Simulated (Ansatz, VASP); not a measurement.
# SrLi2Al6Si11O33 (glassy 69SiO2-19Al2O3-6SrO-6Li2O (mol %)): VASP beside Ansatz, part 2 of 2

One calculation is typed for both programs; each brings its own data sets. How far apart do they land? Of the first pair: The structure shown is the start of the Ansatz relaxation below; VASP solves that cell, so the two are compared at the walk's first step.

VASP 6.6.1 and Ansatz 0.2.0.

So far. Step 3 (VASP: single point, PBE, start cell, pair 1): The run ends at a pressure of 7.14 GPa, with forces up to 5.0 eV/Å.

### Step 6. VASP: single point, PBE, relaxed cell, pair 2

Level of this step: PBE; plane waves and PAW (Si, Al, Sr_sv, Li_sv, O) (VASP).

The same cell, functional, mesh and smearing now go to VASP, with its own data sets.

INCAR reads:

```
SYSTEM = SrLi2Al6Si11O33
PREC = Accurate
ENCUT = 750
EDIFF = 1E-06
NELM = 120
ISMEAR = 0
SIGMA = 0.025
LREAL = Auto
ALGO = Normal
GGA = PE
NBANDS = 352
LORBIT = 11
LWAVE = .FALSE.
LCHARG = .FALSE.
ISIF = 2
LASPH = .TRUE.
GGA_COMPAT = .FALSE.
EFERMI = MIDGAP
NCORE = 2
```

POSCAR reads:

```
SrLi2Al6Si11O33
1.0
   11.2145470000     -0.0702050000      0.2469550000
   -0.0702050000     11.1079570000     -0.1176800000
    0.2469550000     -0.1176800000     11.0393050000
Si Al Sr Li O
22 12 2 4 66
Direct
    0.7650400000      0.4458500000      0.0203500000
    0.0330300000      0.9564000000      0.6229200000
    0.1338300000      0.0649100000      0.2776000000
    0.6900400000      0.2929700000      0.5845200000
    0.9995700000      0.6662700000      0.3004200000
    0.4706300000      0.2177200000      0.0699000000
    0.5582300000      0.9148500000      0.4440600000
    0.3128900000      0.2865800000      0.7571800000
    0.2400400000      0.3833400000      0.1155100000
    0.3704400000      0.0546000000      0.8907900000
    0.0693900000      0.2370600000      0.6331800000
    0.5900800000      0.5468400000      0.2103500000
    0.1655400000      0.5998800000      0.5234500000
    0.4309700000      0.2245100000      0.5275200000
    0.9531400000      0.8496100000      0.8704900000
    0.2297300000      0.5298900000      0.8960900000
    0.7901100000      0.6187900000      0.8261500000
    0.9902900000      0.4070500000      0.1755700000
    0.5440400000      0.9292700000      0.7189400000
    0.6367100000      0.5766700000      0.6282800000
    0.5520300000      0.7956600000      0.0912400000
    0.6587000000      0.2425900000      0.8669000000
    0.3232500000      0.5406600000      0.3189400000
    0.7199000000      0.6716900000      0.4016100000
    0.4065300000      0.7328800000      0.5841600000
    0.7174400000      0.9661900000      0.9251800000
    0.9102500000      0.2176100000      0.3897000000
    0.3122000000      0.8197800000      0.2405200000
    0.2123600000      0.3168000000      0.3932900000
    0.6300700000      0.1656600000      0.3246700000
[... 70 atom lines left out ...]
    0.2652800000      0.5040900000      0.0363600000
    0.2674100000      0.6686300000      0.8633300000
    0.6518600000      0.9032700000      0.0589700000
    0.0401700000      0.7926100000      0.2390400000
    0.4529800000      0.5104200000      0.2347500000
    0.0170900000      0.1011800000      0.6631000000
```

KPOINTS reads:

```
Automatic mesh
0
Gamma
1 1 1
0 0 0
```

PAW data sets: Si, Al, Sr_sv, Li_sv and O (PBE family, release 64).

Started as:

```console
mpirun -np 8 vasp_gam
```

Numbers of over 12 decimals in the logs are rounded to 6 here.

The program printed:

```text
[... set-up lines as in an earlier step ...]
 entering main loop
       N       E                     dE             d eps       ncg     rms          rms(c)
DAV:   1     0.615253389117E+04    0.61525E+04   -0.39118E+05   704   0.208E+03
DAV:   2    -0.329267693270E+03   -0.64818E+04   -0.62354E+04   872   0.438E+02
DAV:   3    -0.888095472783E+03   -0.55883E+03   -0.55515E+03   824   0.135E+02
DAV:   4    -0.906032552164E+03   -0.17937E+02   -0.17861E+02   904   0.230E+01
[...]
DAV:  18    -0.796136402597E+03    0.16092E-05   -0.64868E-05   840   0.186E-02    0.125E-02
DAV:  19    -0.796136401678E+03    0.91930E-06   -0.10734E-05   848   0.707E-03    0.609E-03
DAV:  20    -0.796136402054E+03   -0.37614E-06   -0.19957E-06   544   0.401E-03
   1 F= -.79613640E+03 E0= -.79613640E+03  d E =0.000000E+00
```

From OUTCAR (step 6):

```text
  Total       -0.2514001     -0.6039874     -0.7980890      0.1834337     -0.0926599      0.1119475
  in kB       -0.2930875     -0.7041413     -0.9304289      0.2138509     -0.1080248      0.1305108
  external PRESSURE =      -0.6425526 kB  Pullay stress =       0.0000000 kB

 POSITION                                       TOTAL-FORCE (eV/Angst)
 -----------------------------------------------------------------------------------
      8.55330      4.89638      0.36111         0.046528     -0.022202      0.007868
      0.45711     10.54803      6.77221         0.053673      0.003216      0.024964
      1.56484      0.67895      3.08992         0.019755     -0.010130      0.011656
      7.86227      3.13707      6.58863        -0.041354      0.000568      0.010061
     11.23714      7.29537      3.48487         0.027795      0.001802      0.011964
      5.27988      2.37716      0.86225        -0.025651      0.033093      0.028743
      6.30573     10.07067      4.93231        -0.008953      0.008267     -0.003019
      3.67579      3.07225      8.40229        -0.006472      0.003886      0.016650
      2.69355      4.22768      1.28932         0.015312     -0.048180     -0.008660
[...]
7.37521      8.95931      4.43100         0.019716     -0.055016      0.009835
      2.35712      2.05459      3.23658         0.009820      0.037308      0.020202
      0.17045      6.08931      2.20729        -0.018082     -0.009777      0.018736
      3.90388      3.19454      1.07382         0.017087      0.009816     -0.013371
[...]
-----------------------------------------------------------------------------------
    total drift:                                0.081944     -0.001552     -0.106164

  FREE ENERGIE OF THE ION-ELECTRON SYSTEM (eV)
  ---------------------------------------------------
  free  energy   TOTEN  =      -796.1364020538 eV

  energy  without entropy=     -796.1364020538  energy(sigma->0) =     -796.13640205

[... 1 part as in an earlier step ...]

[... 2 further parts left out ...]
[key lines of the parts left out:]
E-fermi :   3.8646
```

The run ends at a pressure of -0.06 GPa, with forces up to 0.097 eV/Å.

### Step 7. Comparison

What differs besides the data sets and the points named for the pairs above, as far as they apply: the cutoff is 420 eV in Ansatz and 750 eV in VASP (PREC = Accurate, projectors in real space). Total energies have different zeros and are not compared.

Compared:

| quantity | Ansatz | VASP | difference |
| --- | --- | --- | --- |
| pressure (GPa) | 0.00 | -0.06 | +0.06 |
| gap on the k mesh (eV) | 4.294 | 4.290 | +0.003 |

Forces on 7 of the 106 atoms, those with the largest forces and the largest differences (eV/Å; atoms numbered as in POSCAR):

| atom | Ansatz x, y, z | VASP x, y, z |
| --- | --- | --- |
| Si17 | -0.028, 0.020, -0.003 | -0.047, 0.080, 0.018 |
| Si20 | -0.032, 0.003, -0.016 | -0.058, -0.044, -0.010 |
| O59 | -0.005, -0.002, 0.012 | -0.022, -0.055, 0.054 |
| O61 | -0.025, -0.016, 0.011 | -0.086, -0.044, -0.009 |
| O65 | -0.002, 0.017, 0.006 | 0.002, 0.067, 0.033 |
| O83 | -0.011, -0.011, 0.004 | -0.024, -0.061, 0.018 |
| O91 | 0.016, -0.003, -0.017 | 0.070, -0.027, -0.060 |

The forces differ by 22 meV/Å r.m.s., which is 91.7 % of the r.m.s. force of 0.024 eV/Å (both taken over all components). A gap on the mesh is an upper bound, since the band edges may lie between its points.

### Step 8. Summary of results

| Quantity | Value |
| --- | --- |
| r.m.s. force difference (single point, PBE, start cell, pair 1) | 1.9 % of the r.m.s. force |
| r.m.s. force difference (single point, PBE, relaxed cell, pair 2) | 22 meV/Å |

The r.m.s. force difference is 22 meV/Å (single point, PBE, relaxed cell, pair 2), beyond the 12 meV/Å picked in this series as the mark of a large difference. What causes the difference of the single point, PBE, relaxed cell, pair 2 pair stays open here. Such differences can come from data sets, numerical settings and the points named under the comparisons, not from the functional's error against experiment.

[Lines on the potential files, build, host, timing and source positions are cut from VASP's logs without a mark.]

[Logs are printed without paths, hosts, clocks, repeated set-up lines and the standing remarks that a program may print on its own settings, such as how far it seeks lower states.]

[Hosts, paths, dates, database ids (printed as entryN), source tags and the programs' standing remarks are cut or masked in the printed files.]
